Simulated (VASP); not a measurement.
The input files of a VASP run:

INCAR:
```
SYSTEM  =  MoS2
PREC  =  Accurate; ENCUT  =  400; LREAL  =  .FALSE.
LASPH  =  .TRUE.
EDIFF  =  1E-8; NELM  =  100; ALGO  =  Normal
LMAXMIX  =  4
ISMEAR  =  0; SIGMA  =  0.05
GGA  =  PS
IBRION  =  1; NSW  =  30; ISIF  =  2
EDIFFG  =  -0.001
LWAVE  =  .FALSE.; LCHARG  =  .FALSE.
```

File POSCAR:
```
MoS2
1.0
  1.5699322970  -2.7192022322   0.0000000000
  1.5699322970   2.7192022322   0.0000000000
  0.0000000000   0.0000000000  12.3724465429
Mo S
2 4
Direct
  0.3333330000   0.6666670000   0.2500000000
  0.6666670000   0.3333330000   0.7500000000
  0.3333330000   0.6666670000   0.8759648091
  0.6666670000   0.3333330000   0.3759648091
  0.6666670000   0.3333330000   0.1240351909
  0.3333330000   0.6666670000   0.6240351909
```

KPOINTS:
```
Automatic mesh
0
Gamma
7 7 2
0 0 0
```

POTCAR, in this order: Mo_sv S (PBE.64 set). Program: vasp_std.

Question: Translate this PBEsol calculation to Ansatz.

Answer: One equivalent input (not run):
Ansatz 0.2 input:
```yaml
crystal:
  lattice:
    - [1.5699323, -2.7192022, 0.0000000]
    - [1.5699323, 2.7192022, 0.0000000]
    - [0.0000000, 0.0000000, 12.3724465]
  atoms:
    - { symbol: Mo, position: [0.3333330, 0.6666670, 0.2500000] }
    - { symbol: Mo, position: [0.6666670, 0.3333330, 0.7500000] }
    - { symbol: S, position: [0.3333330, 0.6666670, 0.8759648] }
    - { symbol: S, position: [0.6666670, 0.3333330, 0.3759648] }
    - { symbol: S, position: [0.6666670, 0.3333330, 0.1240352] }
    - { symbol: S, position: [0.3333330, 0.6666670, 0.6240352] }
kpoints:
  mp_grid: { grid: [7, 7, 2] }
hamiltonian:
  xc: pbesol
  pseudopotentials: { kind: paw }
scf:
  occupations: { method: gaussian, width: 0.05 }
  max_iter: 100
relax:
  max_steps: 30
  f_tol: 0.001
output: { forces: true, stress: true, eigenvalues: true }
```
The two are equivalent in intent, not identical: each code has its own PAW files, so the cut-off isn't converted (ENCUT is set for VASP's; basis.ecutwfc is left out, and Ansatz then takes the one that its files recommend); Ansatz stops its SCF on the density residual and VASP on the energy change (EDIFF).

The compound is MoS2 in the 2H layered structure. This run relaxes the ions in a fixed cell. Symmetry was kept, so distortions that lower it aren't found. The start is the result of an earlier pass.
